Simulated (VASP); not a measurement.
Calculation: PBEsol GGA, VASP's PBE PAW potentials (set 64) (plane waves; VASP).

Input for VASP

File POSCAR:
```
Ho
1
    0.0000000000     2.4429849976     2.4429849976
    2.4429849976     0.0000000000     2.4429849976
    2.4429849976     2.4429849976    -0.0000000000
Ho
1
Direct
  0.0000000000   0.0000000000   0.0000000000
```

File KPOINTS:
```
Regular mesh
0
G
 14 14 14
0 0 0
```

### INCAR
```
LREAL=.FALSE.
ALGO=Normal   ! blocked Davidson
LWAVE=.FALSE.
ENCUT=400   ! plane-wave cut-off (eV)
ISIF=2   ! forces and stress, cell fixed
LASPH=.TRUE.   ! aspherical one-centre terms
ISMEAR=-5   ! tetrahedra, Bloechl
SYSTEM=Ho
NEDOS=601   ! DOS grid
LMAXMIX=6   ! l cut-off of mixed one-centre charges
PREC=Accurate
NELM=100
LCHARG=.TRUE.
EDIFF=1E-7   ! SCF stop (eV)
GGA=PS   ! PBEsol
LORBIT=11   ! lm-projected
```

POTCAR, in this order: Ho_3 (PBE.64 set). Program: vasp_std.

The run wrote:

**OUTCAR**
```
 ion  position               nearest neighbor table
   1  0.000  0.000  0.000-
  LATTYP: Found a face centered cubic cell.
 ALAT       =     4.8859699952
 Subroutine PRICEL returns:
 Original cell was already a primitive cell.
 Subroutine GETGRP returns: Found 48 space group operations
The static configuration has the point symmetry O_h .
The dynamic configuration has the point symmetry O_h .
 Subroutine INISYM returns: Found 48 space group operations
 Subroutine IBZKPT returns following result:
 Found    104 irreducible k-points:

 Following reciprocal coordinates:
            Coordinates               Weight
  0.000000  0.000000  0.000000      1.000000
  0.071429  0.000000  0.000000      8.000000
  0.142857  0.000000  0.000000      8.000000
  0.214286  0.000000  0.000000      8.000000
  0.285714  0.000000  0.000000      8.000000
  0.357143  0.000000  0.000000      8.000000
  0.428571  0.000000  0.000000      8.000000
  0.500000  0.000000  0.000000      4.000000
  0.071429  0.071429  0.000000      6.000000
  0.142857  0.071429  0.000000     24.000000
...
```

File OSZICAR:
```
       N       E                     dE             d eps       ncg     rms          rms(c)
DAV:   1     0.104845764313E+01    0.10485E+01   -0.41134E+03  2176   0.794E+02
DAV:   2    -0.481078110555E+01   -0.58592E+01   -0.55057E+01  2344   0.705E+01
DAV:   3    -0.492643018558E+01   -0.11565E+00   -0.11329E+00  2344   0.915E+00
DAV:   4    -0.492802615412E+01   -0.15960E-02   -0.15866E-02  2632   0.134E+00
DAV:   5    -0.492802757237E+01   -0.14183E-05   -0.13979E-05  2296   0.398E-02    0.167E+01
DAV:   6    -0.492843966414E+01   -0.41209E-03   -0.13420E-02  2752   0.169E+00    0.995E+00
DAV:   7    -0.493340802844E+01   -0.49684E-02   -0.21732E-02  2680   0.222E+00    0.225E-01
DAV:   8    -0.493319313117E+01    0.21490E-03   -0.94098E-04  2640   0.340E-01    0.296E-02
DAV:   9    -0.493319559095E+01   -0.24598E-05   -0.18159E-05  2640   0.450E-02    0.918E-03
DAV:  10    -0.493319418019E+01    0.14108E-05   -0.25984E-06  2608   0.204E-02    0.644E-03
DAV:  11    -0.493319430563E+01   -0.12545E-06   -0.10605E-07  1168   0.394E-03    0.572E-04
DAV:  12    -0.493319436848E+01   -0.62851E-07   -0.35822E-08  1032   0.225E-03
   1 F= -.49331944E+01 E0= -.49331944E+01  d E =0.000000E+00
```

OUTCAR:
```
------------------------ aborting loop because EDIFF is reached ----------------------------------------
  FORCE on cell =-STRESS in cart. coord.  units (eV):
  Direction    XX          YY          ZZ          XY          YZ          ZX
  --------------------------------------------------------------------------------------
  Total       -0.0176909     -0.0176909     -0.0176909     -0.0000000     -0.0000000     -0.0000000
  in kB       -0.9720023     -0.9720023     -0.9720023     -0.0000000     -0.0000000     -0.0000000
  external PRESSURE =      -0.9720023 kB  Pullay stress =       0.0000000 kB
  volume of cell :       29.16
      direct lattice vectors                 reciprocal lattice vectors
     0.000000000  2.442984998  2.442984998    -0.204667651  0.204667651  0.204667651
     2.442984998  0.000000000  2.442984998     0.204667651 -0.204667651  0.204667651
     2.442984998  2.442984998  0.000000000     0.204667651  0.204667651 -0.204667651
 POSITION                                       TOTAL-FORCE (eV/Angst)
 -----------------------------------------------------------------------------------
      0.00000      0.00000      0.00000         0.000000      0.000000      0.000000
 -----------------------------------------------------------------------------------
    total drift:                               -0.000000     -0.000000     -0.000000
  FREE ENERGIE OF THE ION-ELECTRON SYSTEM (eV)
  ---------------------------------------------------
  free  energy   TOTEN  =        -4.9331943685 eV

  energy  without entropy=       -4.9331943685  energy(sigma->0) =       -4.93319437

 total charge

# of ion       s       p       d       tot
------------------------------------------
    1        0.501   6.444   1.191   8.136
```
(Selected blocks of OUTCAR.)

The 4f electrons are frozen in the core of the lanthanide potential, so 4f levels, which can set the real gap, and their magnetism are missing. For a metal the tetrahedron method with Blöchl corrections gives inexact stress and forces.

The structure was generated: Ho was put into the fcc type (Fm-3m), which need not be its known phase. It was relaxed first, which changed the volume by -7 %.
